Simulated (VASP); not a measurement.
Method: PBEsol GGA, VASP's PBE PAW potentials (set 64) (plane waves; VASP).

VASP ran on this input.

**INCAR**
```
ALGO = Normal   ! blocked Davidson
LASPH = .TRUE.   ! aspherical one-centre terms
LCHARG = .FALSE.
EDIFF = 1E-6   ! SCF stop (eV)
LREAL = .FALSE.   ! projection in real space or not
GGA = PS   ! PBEsol
LWAVE = .FALSE.
SIGMA = 0.05
PREC = Accurate
SYSTEM = LiMgBN2
ENCUT = 520
NELM = 100   ! most electronic steps
IBRION = 2   ! conjugate gradients
ISIF = 3
EDIFFG = -0.02
NSW = 60   ! most ionic steps
ISMEAR = 0   ! Gaussian
```

**KPOINTS**
```
Automatic mesh
0
Gamma
7 7 7
0 0 0
```

File POSCAR:
```
LiMgBN2
1
   -1.8933393497     1.8933393497     4.4211129215
    1.8933393497    -1.8933393497     4.4211129215
    1.8933393497     1.8933393497    -4.4211129215
Li Mg B N
1 1 1 2
Direct
  0.2500000000   0.7500000000   0.5000000000
  0.7500000000   0.2500000000   0.5000000000
  0.5000000000   0.5000000000   1.0000000000
  0.6519842682   0.6519842682   1.0000000000
  0.3480157318   0.3480157318   0.0000000000
```

POTCAR, in this order: Li_sv Mg B N (PBE.64 set). Program: vasp_std.

The resulting files:

**OSZICAR**
```
       N       E                     dE             d eps       ncg     rms          rms(c)
DAV:   1     0.917739809797E+02    0.91774E+02   -0.85615E+03  1040   0.130E+03
DAV:   2    -0.281592832937E+02   -0.11993E+03   -0.11363E+03  1427   0.269E+02
DAV:   3    -0.382694427920E+02   -0.10110E+02   -0.10085E+02  1710   0.819E+01
DAV:   4    -0.387125681831E+02   -0.44313E+00   -0.44280E+00  1594   0.124E+01
DAV:   5    -0.387212816120E+02   -0.87134E-02   -0.87132E-02  1501   0.188E+00    0.126E+01
DAV:   6    -0.330477080801E+02    0.56736E+01   -0.20841E+01  1040   0.302E+01    0.493E+00
DAV:   7    -0.328008263838E+02    0.24688E+00   -0.73323E-01  1487   0.691E+00    0.315E+00
DAV:   8    -0.326840603898E+02    0.11677E+00   -0.31469E-01  1290   0.460E+00    0.500E-01
DAV:   9    -0.326817581375E+02    0.23023E-02   -0.32653E-02  1317   0.152E+00    0.290E-01
DAV:  10    -0.326842724565E+02   -0.25143E-02   -0.47561E-03  1115   0.640E-01    0.147E-01
DAV:  11    -0.326853002445E+02   -0.10278E-02   -0.76371E-04  1125   0.202E-01    0.652E-02
DAV:  12    -0.326854991663E+02   -0.19892E-03   -0.35081E-04  1145   0.130E-01    0.170E-02
DAV:  13    -0.326855281420E+02   -0.28976E-04   -0.51830E-05  1115   0.551E-02    0.552E-03
DAV:  14    -0.326855288837E+02   -0.74165E-06   -0.30669E-06  1308   0.146E-02
   1 F= -.32685529E+02 E0= -.32685529E+02  d E =-.326855E+02
       N       E                     dE             d eps       ncg     rms          rms(c)
DAV:   1    -0.326863366038E+02   -0.80846E-03   -0.41645E-02  1040   0.195E+00    0.198E-01
DAV:   2    -0.326855029396E+02    0.83366E-03   -0.34117E-03  1183   0.500E-01    0.685E-02
DAV:   3    -0.326854921180E+02    0.10822E-04   -0.25032E-04  1265   0.134E-01    0.352E-02
DAV:   4    -0.326854835764E+02    0.85416E-05   -0.20423E-05  1316   0.422E-02    0.146E-02
DAV:   5    -0.326854824724E+02    0.11040E-05   -0.58016E-06  1290   0.207E-02    0.343E-03
DAV:   6    -0.326854825437E+02   -0.71369E-07   -0.80311E-07   610   0.940E-03
   2 F= -.32685483E+02 E0= -.32685483E+02  d E =0.463399E-04
       N       E                     dE             d eps       ncg     rms          rms(c)
DAV:   1    -0.326859446333E+02   -0.46216E-03   -0.11343E-02  1040   0.102E+00    0.103E-01
DAV:   2    -0.326857172076E+02    0.22743E-03   -0.93020E-04  1173   0.261E-01    0.359E-02
DAV:   3    -0.326857139486E+02    0.32590E-05   -0.69550E-05  1275   0.710E-02    0.186E-02
DAV:   4    -0.326857109592E+02    0.29893E-05   -0.55654E-06  1296   0.223E-02    0.773E-03
DAV:   5    -0.326857101906E+02    0.76860E-06   -0.12959E-06   645   0.109E-02
   3 F= -.32685710E+02 E0= -.32685710E+02  d E =-.181307E-03
       N       E                     dE             d eps       ncg     rms          rms(c)
DAV:   1    -0.326868140919E+02   -0.11031E-02   -0.26403E-02  1085   0.148E+00    0.176E-01
DAV:   2    -0.326859458035E+02    0.86829E-03   -0.28024E-03  1200   0.409E-01    0.590E-02
DAV:   3    -0.326858879802E+02    0.57823E-04   -0.28770E-04  1310   0.144E-01    0.257E-02
DAV:   4    -0.326858823826E+02    0.55977E-05   -0.19503E-05  1345   0.422E-02    0.108E-02
DAV:   5    -0.326858818915E+02    0.49109E-06   -0.38814E-06  1240   0.166E-02
   4 F= -.32685882E+02 E0= -.32685882E+02  d E =-.171701E-03
```

OUTCAR:
```
------------------------ aborting loop because EDIFF is reached ----------------------------------------
  FORCE on cell =-STRESS in cart. coord.  units (eV):
  Direction    XX          YY          ZZ          XY          YZ          ZX
  --------------------------------------------------------------------------------------
  Total        0.0131228      0.0131228      0.0554715      0.0000000     -0.0000000      0.0000000
  in kB        0.3332948      0.3332948      1.4088692      0.0000000     -0.0000000      0.0000000
  external PRESSURE =       0.6918196 kB  Pullay stress =       0.0000000 kB
  volume of cell :       63.08
      direct lattice vectors                 reciprocal lattice vectors
    -1.889280984  1.889280984  4.418314453     0.000000000  0.264650946  0.113165327
     1.889280984 -1.889280984  4.418314453     0.264650946  0.000000000  0.113165327
     1.889280984  1.889280984 -4.418314453     0.264650946  0.264650946  0.000000000
 POSITION                                       TOTAL-FORCE (eV/Angst)
 -----------------------------------------------------------------------------------
      1.88928      0.00000      2.20916         0.000000     -0.000000      0.000000
      0.00000      1.88928      2.20916         0.000000     -0.000000      0.000000
      0.00000      0.00000      4.41831         0.000000     -0.000000      0.000000
      1.88928      1.88928      1.34280        -0.000000      0.000000     -0.015185
      1.88928      1.88928     -1.34280        -0.000000      0.000000      0.015185
 -----------------------------------------------------------------------------------
    total drift:                               -0.000000      0.000000     -0.000000
  FREE ENERGIE OF THE ION-ELECTRON SYSTEM (eV)
  ---------------------------------------------------
  free  energy   TOTEN  =       -32.6858818915 eV

  energy  without entropy=      -32.6858818915  energy(sigma->0) =      -32.68588189

 reached required accuracy - stopping structural energy minimisation
```
(Selected blocks of OUTCAR.)

### CONTCAR
```
LiMgBN2
   1.00000000000000
    -1.8892809842721840    1.8892809842721840    4.4183144526946281
     1.8892809842721840   -1.8892809842721840    4.4183144526946281
     1.8892809842721840    1.8892809842721840   -4.4183144526946281
  Li              Mg              B               N
     1     1     1     2
Direct
     0.2500000000000000    0.7500000000000000    0.5000000000000000
     0.7500000000000000    0.2500000000000000    0.5000000000000000
     0.5000000000000000    0.5000000000000000    0.0000000000000000
     0.6519578657210313    0.6519578657210313    1.0000000000000000
     0.3480421342789686    0.3480421342789686    1.0000000000000000
```

The structure comes from a computed database's LiMgBN2 entry (I-4m2); how it stands against other phases isn't given here. This run relaxes it. Symmetry was kept, so distortions that lower it aren't found. The start is the result of an earlier pass.
